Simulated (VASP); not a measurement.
# A VASP study of SiC (Moissanite 3C) (PBE): structure first, properties next

What structure and properties does PBE give SiC (Moissanite 3C), and how near are they to the measured ones? The steps: full relaxation (PBE), second relaxation, density, ELF and potential (PBE), band structure (PBE), density of states (PBE), zone-centre phonons (PBE), volume scan with PBE, fit for PBE, independent-particle dielectric function (PBE), bands along the symmetry lines (HSE06) and band structure (TB-mBJ). The start is a cell from a database of measured crystal structures.

Main program and level: VASP 6.6.1; PBE; plane waves and PAW (Si, C), in the first sound run; inputs show where later runs differ.

The experiments to compare with:

For SiC, 3C polytype (zincblende) (single crystals from silicon oxide and carbon black reaction at 2800 K, annealed in air), “On melting of silicon carbide under pressure” (2012, arxiv:1210.3244) quotes earlier work: lattice constant a (a of cubic 3C-SiC starting crystals) 4.357 Å [Starting-material characterisation; no method, uncertainty or temperature given].

“Infrared properties of SiC particles” (1999, arxiv:astro-ph/9903031) quotes from earlier work for SiC, 3C (beta, cubic zinc blende) (literature average; scatter up to 0.2): ε∞ (high-frequency dielectric constant) 6.49 [average of published experimental values; polytype label garbled in the row, 3C inferred …].

“Thermal Expansion of 3C-SiC Obtained from In-Situ X-ray Diffraction at High Temperature and First-Principal Calculations” (2022, pmc:9505936) quotes from earlier work for SiC, zinc blende (3C, beta) (bulk crystal): bulk modulus (bulk modulus B) 225 GPa [quoted from earlier work; slightly different from the 221 GPa implied by the listed …].

For SiC, 3C (zinc blende) (high-purity CVD 3C-SiC wafer, 292 K), “Optical properties of silicon carbide for astrophysical applications I. New laboratory infrared reflectance spectra and optical constants” (2008, arxiv:0803.1210) gives, by FTIR reflectance, classical dispersion analysis: infrared mode (TO at Gamma) about 797.5 cm⁻¹ [TO position from reflectance band and dispersion fit; imperfect surface polish].

“Insight into the structural, elastic and electronic properties of a new orthorhombic 6O-SiC polytype” (2020, pmc:7200658) reports for SiC, cubic 3C zincblende, by micro-Raman, 532 nm (natural grain in siliceous breccia, 300 K): LO mode (LO) 972 cm⁻¹ [natural crystal in rock pores, doping unknown, which may shift the LO mode].

Report form: the programs' logs are mostly left out.

### Step 1. The starting structure

Before any relaxation, the start is as follows. The structure is cubic, space group F-43m (No. 216). Conventional cell: a = 4.358 Å, b = 4.358 Å, c = 4.358 Å, α = 90.00°, β = 90.00°, γ = 90.00°. Nearest to Si lie 4 C at 1.89 Å. Nearest to C lie 4 Si at 1.89 Å. Farther neighbours are not listed.

Coordinates:

```
Si C
1.0
     0.00000    2.17900    2.17900
     2.17900    0.00000    2.17900
     2.17900    2.17900    0.00000
Si C
1 1
Direct
  0.00000 0.00000 0.00000
  0.25000 0.25000 0.25000
```

### Step 2. Full relaxation (PBE)

Properties are meant for the cell that this level of theory prefers, so cell and atoms are relaxed first (ISIF = 3) until forces and stress are small; EDIFFG sets the threshold. PBE, the usual starting point, adds the gradient of the density.

INCAR

```
SYSTEM = SiC
PREC = Accurate
ENCUT = 520
EDIFF = 1E-06
NELM = 100
ISMEAR = 0
SIGMA = 0.05
LREAL = .FALSE.
ALGO = Normal
GGA = PE
NBANDS = 10
LORBIT = 11
LWAVE = .FALSE.
LCHARG = .FALSE.
KPAR = 2
IBRION = 2
NSW = 60
ISIF = 3
EDIFFG = -0.01
```

POSCAR

```
SiC
1.0
    0.0000000000      2.1790000000      2.1790000000
    2.1790000000      0.0000000000      2.1790000000
    2.1790000000      2.1790000000      0.0000000000
Si C
1 1
Direct
    0.0000000000      0.0000000000      0.0000000000
    0.2500000000      0.2500000000      0.2500000000
```

KPOINTS

```
Automatic mesh
0
Gamma
9 9 9
0 0 0
```

The projector-augmented-wave data sets are Si and C (PBE family, release 64).

Command:

```sh
mpirun -np 2 vasp_std
```

The job ended after 9.4 s (2 MPI ranks of AMD EPYC 7R43, shared host; peak memory 0.2 GiB; 17 s of CPU time).

The gap is read on the k-mesh alone, so it is an upper bound where the band edges lie off the mesh. The run keeps the 24 symmetry operations of its start, so it cannot find a distortion of lower symmetry.

The steps of the relaxation:

```csv
step,energy less that of the first step (eV),largest force (eV/Å),pressure (GPa),volume (Å³)
1,0.0000,0.0000,3.22,20.69
2,0.0002,0.0000,-3.13,21.32
3,-0.0030,0.0000,0.00,21.00
```

```csv
"conventional cell, symmetrised",before,after,change
a (Å),4.358,4.379,+0.5 %
b (Å),4.358,4.379,+0.5 %
c (Å),4.358,4.379,+0.5 %
volume (Å³/atom),10.35,10.50,+1.5 %
```

The relaxed structure:

```xyz
2
Lattice="0.0000 2.1897 2.1897 2.1897 0.0000 2.1897 2.1897 2.1897 0.0000" Properties=species:S:1:pos:R:3 pbc="T T T"
Si    0.0000    0.0000    0.0000
C     1.0949    1.0949    1.0949
```

Numbers from this step:

```yaml
electrons: 8
bands: 10
irreducible_k_points: 35
symmetry_operations: 24
free_energy_toten: -15.06 eV
fermi_energy: 8.155 eV
pressure: 0.004685 GPa
metallic: no
valence_top_at_k: 0, 0, 0
conduction_bottom_at_k: 0.4444, 0.4444, 0
least_direct_gap_at_k: 0.4444, 0.4444, 0
scf_cycles_over_all_ionic_steps: 24
gap_on_the_k_mesh: 1.513 eV
least_direct_gap_on_the_k_mesh: 4.605 eV
```

It ends with forces that vanish by symmetry and a pressure of 0.00 GPa. The volume lies +1.5 % from that of the database's start.

### Step 3. Second relaxation

A relaxation keeps the plane waves of the cell it began with, so it is repeated from the new cell, on a basis made for it.

INCAR is that of step 2.

POSCAR

```
SiC
1.0
    0.0000000000      2.1897073425      2.1897073425
    2.1897073425      0.0000000000      2.1897073425
    2.1897073425      2.1897073425      0.0000000000
Si C
1 1
Direct
    0.0000000000      0.0000000000      0.0000000000
    0.2500000000      0.2500000000      0.2500000000
```

KPOINTS is that of step 2.

Command:

```sh
mpirun -np 2 vasp_std
```

The job ended after 5 s (2 MPI ranks; peak memory 0.2 GiB; 8.7 s of CPU time).

Little changed from the start: no atom moved by 0.005 Å and no cell edge by 0.1 %.

This step gave:

```
pressure                        : 0.001971 GPa
SCF cycles over all ionic steps : 12
least direct gap on the k-mesh  : 4.604 eV
```

It ends with forces that vanish by symmetry and a pressure of 0.00 GPa. The volume moved by under 0.01 %: the run met its threshold at the first step.

### Step 4. Density, ELF and potential (PBE)

A single point on the relaxed cell gives a clean self-consistent state, with density, ELF and potential written out.

Changes to INCAR since step 3:

```diff
@@ -13,7 +13,5 @@
 LWAVE = .FALSE.
-LCHARG = .FALSE.
-KPAR = 2
-IBRION = 2
-NSW = 60
-ISIF = 3
-EDIFFG = -0.01
+LCHARG = .TRUE.
+ISIF = 2
+LELF = .TRUE.
+LVHAR = .TRUE.
```

POSCAR is that of step 3.

KPOINTS is that of step 3.

Command:

```sh
mpirun -np 2 vasp_std
```

The job ended after 5.8 s (2 MPI ranks; peak memory 0.16 GiB; 10 s of CPU time).

Numbers from this step:

```
SCF cycles : 12
```

Valence electrons inside each PAW sphere by angular momentum. Sphere charges, by row:

```csv
atom,s (e),p (e),d (e),tot (e)
Si1,0.706,0.961,0,1.667
C2,0.836,1.695,0,2.531
```

Electrostatic potential energy in the ac plane of a cell with a along [110], b along [-110] and c along [001] of the cube at fractional y = 0.000, with atoms of Si and C within 0.2 Å of it. With pseudopotentials it is smooth inside the atoms' cores, unlike the true potential.

Ten even steps from '_' (-86 eV) to '@' (4 eV), each cell a mean:
```
__--%%@@@@@@##--__..**%%@@@@%%++..
++##%%**++**%%##==++%%%%++**%%%%++
%%@@%%++##++%%@@%%@@@@********@@@@
@@@@%%++++++%%@@@@@@@@##++++##@@@@
@@@@@@%%##%%@@@@@@@@@@@@####@@@@@@
@@@@@@@@@@@@@@@@@@@@@@@@@@@@@@@@@@
@@@@@@@@@@@@@@@@@@@@@@@@@@@@@@@@@@
@@@@@@@@@@@@@@@@@@@@@@@@@@@@@@@@@@
@@@@@@@@@@@@@@@@@@@@@@@@@@@@@@@@@@
##%%@@@@@@@@@@%%##%%%%@@@@@@@@%%##
::++%%@@@@@@%%++::--##@@@@@@@@##--
__::##@@@@@@##..____++%%@@@@%%==__
```
Columns run along a (6.2 Å; values clipped at the 3rd and 97th percentile), rows up along c (4.4 Å), edges of the conventional cell, whose origin can differ from the input's. Atoms in or near the plane, at fractional coordinates: Si at (0.50, 0.00), Si at (0.00, 0.00), C at (0.75, 0.75), C at (0.25, 0.75).

ELF in the ac plane of a cell with a along [110], b along [-110] and c along [001] of the cube at fractional y = 0.000, with atoms of Si and C within 0.2 Å of it. It is the smooth field of the valence electrons, not physical close to the nuclei.

Values, 7 rows by 16 columns, each cell a mean:
```
0.29 0.75 0.88 0.78 0.73 0.86 0.86 0.49 0.29 0.75 0.88 0.78 0.73 0.86 0.86 0.49
0.41 0.72 0.79 0.41 0.23 0.70 0.80 0.54 0.41 0.72 0.79 0.41 0.23 0.70 0.80 0.54
0.11 0.33 0.60 0.65 0.63 0.65 0.46 0.18 0.11 0.33 0.60 0.65 0.63 0.65 0.46 0.18
0.03 0.07 0.24 0.46 0.51 0.34 0.13 0.04 0.03 0.07 0.24 0.46 0.51 0.34 0.13 0.04
0.15 0.11 0.08 0.08 0.09 0.08 0.10 0.14 0.15 0.11 0.08 0.08 0.09 0.08 0.10 0.14
0.38 0.31 0.19 0.09 0.07 0.14 0.26 0.36 0.38 0.31 0.19 0.09 0.07 0.14 0.26 0.36
0.14 0.27 0.46 0.43 0.41 0.47 0.37 0.17 0.14 0.27 0.46 0.43 0.41 0.47 0.37 0.17
```
Columns run along a (6.2 Å), rows up along c (4.4 Å), edges of the conventional cell, whose origin can differ from the input's. Atoms in or near the plane, at fractional coordinates: Si at (0.50, 0.00), Si at (0.00, 0.00), C at (0.75, 0.75), C at (0.25, 0.75).

Valence density in the ac plane of a cell with a along [110], b along [-110] and c along [001] of the cube at fractional y = 0.000, with atoms of Si and C within 0.2 Å of it. It is the smooth field of the valence electrons, not physical close to the nuclei.

Values in e/Å³, 7 rows by 16 columns, each cell a mean:
```
0.2 0.5 0.8 1.0 1.0 0.9 0.7 0.3 0.2 0.5 0.8 1.0 1.0 0.9 0.7 0.3
0.3 0.5 1.1 1.6 1.6 1.4 0.7 0.4 0.3 0.5 1.1 1.6 1.6 1.4 0.7 0.4
0.1 0.2 0.5 1.1 1.2 0.8 0.3 0.1 0.1 0.2 0.5 1.1 1.2 0.8 0.3 0.1
0.1 0.1 0.2 0.3 0.3 0.2 0.1 0.1 0.1 0.1 0.2 0.3 0.3 0.2 0.1 0.1
0.1 0.1 0.1 0.1 0.1 0.1 0.1 0.1 0.1 0.1 0.1 0.1 0.1 0.1 0.1 0.1
0.3 0.2 0.2 0.1 0.1 0.1 0.2 0.3 0.3 0.2 0.2 0.1 0.1 0.1 0.2 0.3
0.0 0.2 0.3 0.2 0.2 0.3 0.3 0.1 0.0 0.2 0.3 0.2 0.2 0.3 0.3 0.1
```
Columns run along a (6.2 Å), rows up along c (4.4 Å), edges of the conventional cell, whose origin can differ from the input's. Atoms in or near the plane, at fractional coordinates: Si at (0.50, 0.00), Si at (0.00, 0.00), C at (0.75, 0.75), C at (0.25, 0.75).

In this run the pressure is 0.00 GPa, small enough to go on.

### Step 5. Band structure (PBE)

The mesh alone shows little of the dispersion and can miss band extrema, so KPOINTS_OPT adds a path through the symmetry points after the self-consistent cycle.

INCAR

```
SYSTEM = SiC
PREC = Accurate
ENCUT = 520
EDIFF = 1E-06
NELM = 100
ISMEAR = 0
SIGMA = 0.05
LREAL = .FALSE.
ALGO = Normal
GGA = PE
NBANDS = 16
LORBIT = 11
LWAVE = .FALSE.
LCHARG = .FALSE.
KPAR = 2
```

POSCAR is that of step 4.

KPOINTS is that of step 4.

KPOINTS_OPT

```
Line mode
16
Line-mode
Reciprocal
  0.00000000   0.00000000   0.00000000 GAMMA
  0.50000000   0.00000000   0.50000000 X

  0.50000000   0.00000000   0.50000000 X
  0.50000000   0.25000000   0.75000000 W

  0.50000000   0.25000000   0.75000000 W
  0.37500000   0.37500000   0.75000000 K

  0.37500000   0.37500000   0.75000000 K
  0.00000000   0.00000000   0.00000000 GAMMA

  0.00000000   0.00000000   0.00000000 GAMMA
  0.50000000   0.50000000   0.50000000 L

  0.50000000   0.50000000   0.50000000 L
  0.62500000   0.25000000   0.62500000 U

  0.62500000   0.25000000   0.62500000 U
  0.50000000   0.25000000   0.75000000 W

  0.50000000   0.25000000   0.75000000 W
  0.50000000   0.50000000   0.50000000 L

  0.50000000   0.50000000   0.50000000 L
  0.37500000   0.37500000   0.75000000 K

  0.62500000   0.25000000   0.62500000 U
  0.50000000   0.00000000   0.50000000 X
```

Command:

```sh
mpirun -np 2 vasp_std
```

Elapsed: 21 s, on 2 MPI ranks; peak memory 0.22 GiB.

Numbers from this step:

```yaml
bands: 16
fermi_energy: 8.261 eV
pressure: -0.001174 GPa
least_gap_on_mesh_and_path: 1.370 eV
least_direct_gap_on_mesh_and_path: 4.527 eV
conduction_bottom_at_k: 0.5, 0, 0.5
least_direct_gap_at_k: 0.5, 0, 0.5
```

Electronic bands along the path, in eV, zero at the valence-band top; v1 is the highest filled band, c1 the lowest empty one:

```csv
point,v3,v2,v1,c1,c2,c3,c4
Γ,0.00,0.00,0.00,6.06,7.21,7.21,7.21
0.53 of the way,-3.68,-2.06,-2.06,3.71,6.02,10.76,10.76
X,-7.75,-3.16,-3.16,1.37,4.27,13.86,13.86
0.47 of the way,-7.48,-3.93,-3.92,2.87,5.74,12.03,13.34
W,-7.00,-4.92,-4.63,5.19,9.30,9.33,9.70
0.47 of the way,-7.12,-5.27,-3.63,4.30,8.03,10.23,11.39
K,-7.24,-5.47,-2.57,3.09,7.68,11.72,12.30
0.53 of the way,-4.12,-2.61,-0.44,6.86,7.55,8.04,8.86
Γ,0.00,0.00,0.00,6.06,7.21,7.21,7.21
0.47 of the way,-3.88,-0.55,-0.55,5.93,7.83,7.83,9.05
L,-8.45,-1.05,-1.05,5.30,7.17,7.17,9.97
0.53 of the way,-7.86,-3.58,-1.78,4.59,8.15,9.08,10.95
U,-7.24,-5.47,-2.57,3.09,7.68,11.72,12.30
0.47 of the way,-7.14,-5.32,-3.43,4.09,7.94,10.43,11.65
W,-7.00,-4.92,-4.63,5.19,9.30,9.33,9.70
0.47 of the way,-7.67,-3.90,-2.40,5.17,7.28,10.26,10.86
L,-8.45,-1.05,-1.05,5.30,7.17,7.17,9.97
0.47 of the way,-7.99,-3.13,-1.64,4.87,7.77,8.68,10.99
K,-7.24,-5.47,-2.57,3.09,7.68,11.72,12.30
jump to U,-7.24,-5.47,-2.57,3.09,7.68,11.72,12.30
0.47 of the way,-7.57,-4.28,-2.99,2.17,5.37,13.11,13.34
X,-7.75,-3.16,-3.16,1.37,4.27,13.86,13.86
```

Of the projections kept (Si, C), the largest for each band there; the rest of the weight can lie on other orbitals:

```csv
point,v3,v2,v1,c1,c2,c3,c4
Γ,C 0.89,C 0.89,C 0.89,C 0.78,Si 0.98,Si 0.98,Si 0.98
X,Si 0.65,C 0.59,C 0.59,Si 0.52,Si 0.88,C 0.59,C 0.59
W,Si 0.69,C 0.62,Si 0.53,C 0.98,C 0.55,Si 0.69,Si 0.72
K,Si 0.67,C 0.52,C 0.61,Si 0.54,C 0.54,C 0.51,C 0.63
Γ,C 0.89,C 0.89,C 0.89,C 0.78,Si 0.98,Si 0.98,Si 0.98
L,Si 0.61,C 0.73,C 0.73,Si 0.58,Si 0.90,Si 0.90,C 0.94
```

The path lowers the gap by 0.14 eV against the mesh alone, so a band edge lies off the mesh.

The path shows an indirect gap of 1.37 eV (valence top at Γ, conduction bottom at X). The least direct gap is 4.53 eV.

### Step 6. Density of states (PBE)

A density of states needs more k-points than a total energy; ISMEAR = -5 takes tetrahedra, and LORBIT projects the states on the PAW spheres. The mesh is finer than in the run before.

Changes to INCAR since step 5:

```diff
@@ -5,3 +5,3 @@
 NELM = 100
-ISMEAR = 0
+ISMEAR = -5
 SIGMA = 0.05
@@ -15 +15,2 @@
 KPAR = 2
+NEDOS = 2001
```

POSCAR is that of step 5.

KPOINTS

```
Automatic mesh
0
Gamma
13 13 13
0 0 0
```

Command:

```sh
mpirun -np 2 vasp_std
```

Wall time 16 s (2 MPI ranks); peak memory 0.23 GiB; 31 s of CPU time.

This step gave:

- irreducible k-points: 84
- Fermi energy: 7.946 eV
- pressure: -0.004113 GPa
- conduction bottom at k: 0.4615, 0.4615, 0
- least direct gap at k: 0.4615, 0.4615, 0
- gap on the k-mesh: 1.439 eV
- least direct gap on the k-mesh: 4.564 eV

The density of states has structure finer than the step of the table below, so its rows give means over 0.5 eV, whole bins alone (the curve runs from -12.0 to 9.39 eV). Peaks (eV: height): total -7.08: 1.53, -2.98: 1.18, 5.05: 1.18, 7.46: 2.39; C p -7.08: 0.267, -5.07: 0.207, -1.22: 0.414, 7.46: 0.215; Si p -10.37: 0.0849, -2.98: 0.214, 5.61: 0.0962, 7.46: 0.423; Si s -11.66: 0.0945, -7.08: 0.423, 5.53: 0.163, 7.46: 0.205; C s -10.37: 0.318, -7.00: 0.0628, 5.53: 0.0831, 7.46: 0.185.

States under -12.0 eV and over 9.4 eV are left out. Table of density of states by energy, zero at the valence-band top; means over each step; values in states/eV/cell:

```csv
energy (eV),total,C p,Si p,Si s,C s
-11.5,0.657,0.00813,0.0461,0.0806,0.226
-11.0,0.615,0.00669,0.0527,0.0543,0.229
-10.5,0.628,0.00377,0.0666,0.0265,0.258
-10.0,0.0410,1.2e-4,0.00467,7.8e-4,0.0178
-9.5,0,0,0,0,0
-9.0,0,0,0,0,0
-8.5,0.0181,0.00291,0.00209,0.00285,5.2e-4
-8.0,0.225,0.0366,0.0250,0.0367,0.00742
-7.5,0.632,0.108,0.0481,0.143,0.0227
-7.0,1.11,0.193,0.0700,0.280,0.0530
-6.5,0.491,0.0853,0.0430,0.0863,0.0430
-6.0,0.349,0.0631,0.0334,0.0501,0.0363
-5.5,0.339,0.0674,0.0401,0.0338,0.0292
-5.0,0.716,0.160,0.108,0.0419,0.0291
-4.5,0.686,0.163,0.105,0.0411,0.0257
-4.0,0.756,0.191,0.122,0.0387,0.0238
-3.5,0.898,0.247,0.154,0.0337,0.0199
-3.0,1.13,0.336,0.203,0.0287,0.0176
-2.5,1.10,0.353,0.193,0.0218,0.0136
-2.0,1.07,0.370,0.180,0.0152,0.0104
-1.5,1.07,0.399,0.167,0.00991,0.00741
-1.0,0.839,0.335,0.115,0.00549,0.00475
-0.5,0.462,0.199,0.0488,0.00198,0.00223
0.0,0.0849,0.0386,0.00660,1.0e-4,1.7e-4
0.5,0,0,0,0,0
1.0,0,0,0,0,0
1.5,0.0144,3.2e-4,0.00144,4.6e-5,0.00119
2.0,0.0808,0.00287,0.00809,7.4e-4,0.00610
2.5,0.142,0.00715,0.0140,0.00250,0.00946
3.0,0.213,0.0140,0.0205,0.00580,0.0121
3.5,0.297,0.0228,0.0281,0.0106,0.0145
4.0,0.392,0.0363,0.0364,0.0167,0.0157
4.5,0.574,0.0619,0.0481,0.0328,0.0170
5.0,0.935,0.113,0.0707,0.0680,0.0216
5.5,0.895,0.0691,0.0801,0.118,0.0538
6.0,0.643,0.0482,0.0791,0.0833,0.0421
6.5,0.441,0.0390,0.0489,0.0559,0.0354
7.0,0.822,0.0772,0.110,0.0832,0.0538
7.5,1.80,0.172,0.315,0.151,0.123
8.0,1.11,0.117,0.238,0.0606,0.0426
8.5,1.09,0.146,0.227,0.0508,0.0345
9.0,0.996,0.153,0.200,0.0477,0.0330
```

The gap on this mesh is 1.44 eV, over the 1.37 eV of the band run, since this mesh misses a band edge. In the top eV of the valence band the largest shares in the PAW spheres are C p 42 % and Si p 11 %. The rest lies in smaller channels or between the spheres.

### Step 7. Zone-centre phonons (PBE)

Zone-centre modes test whether the atoms sit at a minimum within this cell. IBRION = 8 takes the force constants from linear response, which needs tightly converged orbitals.

INCAR

```
SYSTEM = SiC
PREC = Accurate
ENCUT = 520
EDIFF = 1E-08
NELM = 100
ISMEAR = 0
SIGMA = 0.05
LREAL = .FALSE.
ALGO = Normal
GGA = PE
NBANDS = 10
LORBIT = 11
LWAVE = .FALSE.
LCHARG = .FALSE.
KPAR = 2
IBRION = 8
LEPSILON = .TRUE.
ISIF = 2
```

POSCAR is that of step 6.

KPOINTS

```
Automatic mesh
0
Gamma
9 9 9
0 0 0
```

Command:

```sh
mpirun -np 2 vasp_std
```

Elapsed: 1.9 min, on 2 MPI ranks; peak memory 0.31 GiB; 3.8 min of CPU time.

Energies printed during the response cycles are not total energies of the cell.

Numbers from this step:

* bands: 10
* irreducible k-points: 35
* pressure of the cell: -0.002028 GPa
* largest force of the cell: 0 eV/Å
* Fermi energy: 8.155 eV
* conduction bottom at k: 0.4444, 0.4444, 0
* least direct gap at k: 0.4444, 0.4444, 0
* gap on the k-mesh: 1.513 eV
* least direct gap on the k-mesh: 4.605 eV

Electronic dielectric tensor with local fields:

```
7.07 0.00 0.00
0.00 7.07 0.00
0.00 0.00 7.07
```

Ionic part of the static dielectric tensor:

```
3.36 0.00 0.00
0.00 3.36 0.00
0.00 0.00 3.36
```

Born effective charge (e), principal values of the symmetric part by kind of site:

```csv
atom,atoms with these values,low,middle,high,mean
Si1,1,2.69,2.69,2.69,2.69
C2,1,-2.69,-2.69,-2.69,-2.69
```

In full for Si1:

```
2.69 0.00 0.00
0.00 2.69 0.00
0.00 0.00 2.69
```

Lines of the infrared spectrum (strongest = 100):

```csv
position (cm⁻¹),lines merged,"squared mode dipole, relative"
775,3,100
```

Transverse limit, no LO-TO splitting. Modes at Γ, with each element's share of the kinetic energy:

```csv
mode,frequency (cm⁻¹),symmetry,IR,Si %,C %
1,-0.1,acoustic,5.5e-9,70,30
2,-0.1,acoustic,5.5e-9,70,30
3,-0.1,acoustic,5.5e-9,70,30
4,775.0,T2,0.86,30,70
5,775.0,T2,0.86,30,70
6,775.0,T2,0.86,30,70
```

Displacements in mode 5 (775.0 cm⁻¹), the largest set to 1:
```
Si1  0.00 -0.43  0.00
C2   0.00  1.00  0.00
```

Piezoelectric tensor, ionic part (C/m²), by row:

```csv
field,xx,yy,zz,xy,yz,zx
x,0,0,0,0,0.7984,0
y,0,0,0,0,0,0.7984
z,0,0,0,0.7984,0,0
```

Piezoelectric tensor with clamped ions (C/m²), by row:

```csv
field,xx,yy,zz,xy,yz,zx
x,0,0,0,0,-0.9886,0
y,0,0,0,0,0,-0.9886
z,0,0,0,-0.9886,0,0
```

The Born charges sum to zero; the printed set may have that rule imposed, so this is no test. Born charges and mode vectors give each infrared mode its dipole; summed over the modes, dipole squared over frequency squared adds 3.36 to the electronic 7.07, for a mean static constant of 10.4. With one infrared mode the Lyddane-Sachs-Teller relation, LO/TO = (ε0/ε∞)^½, puts the longitudinal line at 941 cm⁻¹. By the characters of their eigenvectors the optical modes sort into (cm⁻¹) Raman active: T2 775; infrared active: T2 775.

### Step 8. Volume scan with PBE, volume scale 0.94

An equation of state needs energies on both sides of the minimum, all on one mesh and cutoff.

Changes to INCAR since step 7:

```diff
@@ -3,3 +3,3 @@
 ENCUT = 520
-EDIFF = 1E-08
+EDIFF = 1E-06
 NELM = 100
@@ -15,4 +15,2 @@
 KPAR = 2
-IBRION = 8
-LEPSILON = .TRUE.
 ISIF = 2
```

POSCAR

```
SiC
1.0
    0.0000000000      2.1450068949      2.1450068949
    2.1450068949      0.0000000000      2.1450068949
    2.1450068949      2.1450068949      0.0000000000
Si C
1 1
Direct
    0.0000000000      0.0000000000      0.0000000000
    0.2500000000      0.2500000000      0.2500000000
```

KPOINTS is that of step 7.

Command:

```sh
mpirun -np 2 vasp_std
```

Run time: 4.8 s. Hardware: 2 MPI ranks; peak memory 0.2 GiB; 8.2 s of CPU time.

The scan keeps the cell's shape and the fractional positions fixed.

Numbers from this step:

| Quantity | Value |
| --- | --- |
| free energy (TOTEN) | -15.00 eV |
| Fermi energy | 8.861 eV |
| pressure | 14.83 GPa |
| gap on the k-mesh | 1.465 eV |
| least direct gap on the k-mesh | 4.673 eV |

The pressure here is 14.83 GPa.

[end of part 1 of 2]

[Lines on the potential files, build, host, timing and source positions are cut from VASP's logs without a mark.]

[Logs are printed without paths, hosts, clocks, repeated set-up lines and the standing remarks that a program may print on its own settings, such as how far it seeks lower states.]

[Hosts, paths, dates, database ids (printed as entryN), source tags and the programs' standing remarks are cut or masked in the printed files.]

[A measured line is paired with the nearest computed mode of its activity, which favours agreement.]
